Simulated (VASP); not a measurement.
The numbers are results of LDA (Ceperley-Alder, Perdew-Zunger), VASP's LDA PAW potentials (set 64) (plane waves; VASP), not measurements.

A VASP calculation is set up with these files.

INCAR:
```
LWAVE = .FALSE.
LREAL = .FALSE.   # projection in real space or not
EDIFF = 1E-7
LMAXMIX = 4   # l cut-off of mixed one-centre charges
LASPH = .TRUE.   # aspherical one-centre terms
ALGO = Normal   # blocked Davidson
ENCUT = 520   # plane-wave cut-off (eV)
NELM = 100   # most electronic steps
LORBIT = 11
ISMEAR = 0   # Gaussian
SIGMA = 0.05   # width (eV)
LCHARG = .FALSE.
PREC = Accurate
ICHARG = 11   # fixed density
SYSTEM = Ge
```

File KPOINTS:
```
k-points along high-symmetry lines
15
Line-mode
Reciprocal
  0.000000   0.000000   0.000000 ! GAMMA
  0.500000   0.000000   0.500000 ! X

  0.500000   0.000000   0.500000 ! X
  0.625000   0.250000   0.625000 ! U

  0.375000   0.375000   0.750000 ! K
  0.000000   0.000000   0.000000 ! GAMMA

  0.000000   0.000000   0.000000 ! GAMMA
  0.500000   0.500000   0.500000 ! L

  0.500000   0.500000   0.500000 ! L
  0.500000   0.250000   0.750000 ! W

  0.500000   0.250000   0.750000 ! W
  0.500000   0.000000   0.500000 ! X
```

### POSCAR
```
Ge
1
    0.0000000000     2.8126277872     2.8126277872
    2.8126277872    -0.0000000000     2.8126277872
    2.8126277872     2.8126277872     0.0000000000
Ge
2
Direct
  0.0000000000   0.0000000000   0.0000000000
  0.2500000000   0.2500000000   0.2500000000
```

POTCAR, in this order: Ge_d (LDA.64 set). Program: vasp_std. Read from the step before: CHGCAR.

Question: What will the output report for the number of irreducible k-points (NKPTS), largest plane-wave count, number of space-group operations, FFT grid (NGX, NGY, NGZ)?

Answer: 
```yaml
number of irreducible k-points (NKPTS): 90
largest_plane_wave_count: 1243
number_of_space_group_operations: 48
FFT grid (NGX, NGY, NGZ): 30 × 30 × 30
```

The compound is Ge in the diamond structure. It was relaxed first.
